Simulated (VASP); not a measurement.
# FePt: cell size against the level of theory, part 3 of 3

How close do the usual functionals, with and without dispersion, come to the cell of FePt? The start is a cell from a database of measured crystal structures.

VASP 6.6.1, plane waves and PAW; the level of theory is named at each step.

Still holding for the runs below: The cell holds one magnetic atom, so no antiferromagnetic order fits into it. The k-mesh is coarse for a metal.

So far. Step 3 (Relaxation with LDA): It ends at 13.08 Å³/atom, -4.5 % from the start, with -0.03 GPa left. The conventional cell has a = 2.671 and c = 3.666 Å. The largest moment is 2.71 μB. Step 4 (Relaxation with r2SCAN): It ends at 13.94 Å³/atom, +1.7 % from the start, with -0.07 GPa left. The conventional cell has a = 2.741 and c = 3.710 Å. The largest moment is 3.27 μB.

**5. Relaxation with PBE + D3(BJ)**

This step: PBE with D3(BJ), spin-polarised from a ferromagnetic start (one magnetic atom a cell); plane waves and PAW (Fe, Pt) (VASP 6.6.1).

A dispersion term adds the long-range attraction that semilocal functionals lack. D3 with Becke-Johnson damping keeps a finite attraction at short range.

Contents of INCAR:

```
SYSTEM = FePt
PREC = Accurate
ENCUT = 520
EDIFF = 1E-06
NELM = 100
ISMEAR = -1
SIGMA = 0.05
LREAL = .FALSE.
ALGO = Normal
GGA = PE
IVDW = 12
NBANDS = 18
ISPIN = 2
MAGMOM = 3 0
LASPH = .TRUE.
LMAXMIX = 4
LORBIT = 11
LWAVE = .FALSE.
LCHARG = .FALSE.
KPAR = 2
IBRION = 2
NSW = 60
ISIF = 3
EDIFFG = -0.01
```

Contents of POSCAR:

```
FePt
1.0
    2.7216540008      0.0000000000      0.0000000000
    0.0000000000      2.7216540008      0.0000000000
    0.0000000000      0.0000000000      3.7000000000
Fe Pt
1 1
Direct
    0.5000000000      0.5000000000      0.5000000000
    0.0000000000      0.0000000000      0.0000000000
```

Contents of KPOINTS:

```
Automatic mesh
0
Gamma
10 10 7
0 0 0
```

PAW data sets: Fe and Pt (PBE family, release 64).

Started as:

```sh
> mpirun -np 2 vasp_std
```

Output:

```text
[... set-up lines as in an earlier step ...]
 entering main loop
       N       E                     dE             d eps       ncg     rms          rms(c)
[... 15 cycles as in an earlier step ...]
   1 F= -.15881635E+02 E0= -.15876079E+02  d E =-.158816E+02  mag=     3.2695
[...]
2 F= -.15878468E+02 E0= -.15873236E+02  d E =0.316764E-02  mag=     3.2227
[...]
3 F= -.15883668E+02 E0= -.15878226E+02  d E =-.203272E-02  mag=     3.2494
[...]
4 F= -.15883953E+02 E0= -.15878496E+02  d E =-.285520E-03  mag=     3.2451
[...]
5 F= -.15884007E+02 E0= -.15878541E+02  d E =-.339227E-03  mag=     3.2423
[...]
reached required accuracy - stopping structural energy minimisation
```

It took 65 s on 2 MPI ranks of Intel Xeon Platinum 8488C (Sapphire Rapids), shared host; peak memory 0.4 GiB; 2.1 min of CPU time.

OUTCAR, selected parts (step 5):

```text
 Edisp (eV)   -1.09112

 Edisp (eV)   -1.09087

  Total      -0.00103    -0.00103    -0.00172     0.00000     0.00000     0.00000
  in kB      -0.06051    -0.06051    -0.10153     0.00000     0.00000     0.00000
  external pressure =       -0.07 kB  Pullay stress =        0.00 kB

 POSITION                                       TOTAL-FORCE (eV/Angst)
 -----------------------------------------------------------------------------------
      1.35272      1.35272      1.85414         0.000000     -0.000000      0.000000
     -0.00000     -0.00000      0.00000        -0.000000      0.000000      0.000000
 -----------------------------------------------------------------------------------
    total drift:                               -0.000000      0.000000      0.000000

  FREE ENERGIE OF THE ION-ELECTRON SYSTEM (eV)
  ---------------------------------------------------
  free  energy   TOTEN  =       -15.8840071310 eV

  energy  without entropy=      -15.8730739063  energy(sigma->0) =      -15.87854052

 magnetization (x)
# of ion       s       p       d       tot
------------------------------------------
    1        0.004  -0.007   2.889   2.886
    2       -0.026  -0.067   0.424   0.331
--------------------------------------------------
tot         -0.022  -0.075   3.312   3.216

[... 2 parts as in an earlier step ...]

[... 2 further parts left out ...]
[key lines of the parts left out:]
E-fermi :   8.9503
```

Dispersion corrections of this kind ignore metallic screening and tend to overbind metals.

Step by step:

| step | energy less that of the first step (eV) | largest force (eV/Å) | pressure (GPa) | volume (Å³) |
| --- | --- | --- | --- | --- |
| 1 | 0.0000 | 0.0000 | -2.13 | 27.41 |
| 2 | 0.0032 | 0.0000 | 3.93 | 26.69 |
| 3 | -0.0020 | 0.0000 | 0.13 | 27.13 |
| 4 | -0.0023 | 0.0000 | 0.07 | 27.14 |
| 5 | -0.0024 | 0.0000 | -0.01 | 27.14 |

| conventional cell, symmetrised | before | after | change |
| --- | --- | --- | --- |
| a (Å) | 2.722 | 2.705 | -0.6 % |
| b (Å) | 2.722 | 2.705 | -0.6 % |
| c (Å) | 3.700 | 3.708 | +0.2 % |
| volume (Å³/atom) | 13.70 | 13.57 | -1.0 % |

Final coordinates:

```
Fe Pt
1.0
     2.70544    0.00000    0.00000
     0.00000    2.70544    0.00000
     0.00000    0.00000    3.70827
Fe Pt
1 1
Direct
  0.50000 0.50000 0.50000
  0.00000 0.00000 0.00000
```

Spin moment in the PAW sphere by atom:

| atom | spin moment in the PAW sphere (μB) |
| --- | --- |
| Fe1 | 2.89 |
| Pt2 | 0.33 |

It ends at 13.57 Å³/atom, -1.0 % from the start, with -0.01 GPa left. The conventional cell has a = 2.705 and c = 3.708 Å. The largest moment is 2.89 μB. Against plain PBE, the dispersion term moves a by -1.0 % and c by -1.0 %.

**6. The cells as a table**

This step: relaxed cells at several levels; plane waves and PAW (VASP 6.6.1).

This step runs nothing: it gathers the runs above.

Lengths are those of the conventional cell; cost is the wall time of each run, as given at its step, times its ranks, without the set-up around it. Results by level, by row:

| level | volume (Å³/atom) | change from the start (%) | a (Å) | c (Å) | largest site moment (μB) | cost (core minutes) |
| --- | --- | --- | --- | --- | --- | --- |
| PBE | 13.99 | 2.1 | 2.733 | 3.747 | 2.94 | 2.57 |
| LDA | 13.08 | -4.5 | 2.671 | 3.666 | 2.715 | 2.6 |
| r2SCAN | 13.94 | 1.7 | 2.741 | 3.71 | 3.27 | 9.03 |
| PBE + D3(BJ) | 13.57 | -1 | 2.705 | 3.708 | 2.886 | 2.17 |

**7. Outcome**

| Quantity | Value |
| --- | --- |
| volume, PBE | 13.99 Å³/atom |
| volume, LDA | 13.08 Å³/atom |
| volume, r2SCAN | 13.94 Å³/atom |
| volume, PBE + D3(BJ) | 13.57 Å³/atom |

What this shows: For FePt the levels give volumes between 13.08 Å³/atom (LDA) and 13.99 Å³/atom (PBE), a spread of 6.9 %, while the cost of the finished runs spans a factor of 4.2. Against the volume of the start, a cell from experiment, PBE + D3(BJ) comes nearest (-1.0 %) and LDA lies farthest (-4.5 %); thermal expansion is in that cell alone. Within 2 % of it: r2SCAN and PBE + D3(BJ). The costs hold the number of ionic steps as well as the price of the functional. SCAN-type functionals tend to overstate the moments of itinerant magnets. Against the listed lengths the levels give a from -1.8 % to +0.7 % and c from -0.9 % to +1.3 %. Adding D3(BJ) to PBE changes the volume by -3.0 % (a by -1.0 % and c by -1.0 %). Pairwise corrections of the D and TS kind ignore the screening in a metal, so they may overbind here. Within 0.02 Å all end in space group P4/mmm; the runs can't lower the symmetry of the start. The k-sampling is coarse for a metal, so the Fermi level, moments, pressures and the shape of the cell carry errors. Only the typed magnetic starts were tried, so the magnetic ground state may differ and with it the other results. Spin-orbit coupling is left out. The largest site moment differs between levels, from 2.71 μB (LDA) to 3.27 μB (r2SCAN); larger moments and larger volumes go together in magnets, so the two can't be judged apart. Each is a single relaxation on the plane waves of the start cell, so larger changes of volume carry a basis-set error that was not tested here. Zero-point and thermal expansion are not included.

[Lines on the potential files, build, host, timing and source positions are cut from VASP's logs without a mark.]

[Logs are printed without paths, hosts, clocks, repeated set-up lines and the standing remarks that a program may print on its own settings, such as how far it seeks lower states.]

[Hosts, paths, dates, database ids (printed as entryN), source tags and the programs' standing remarks are cut or masked in the printed files.]

[A measured line is paired with the nearest computed mode of its activity, which favours agreement.]
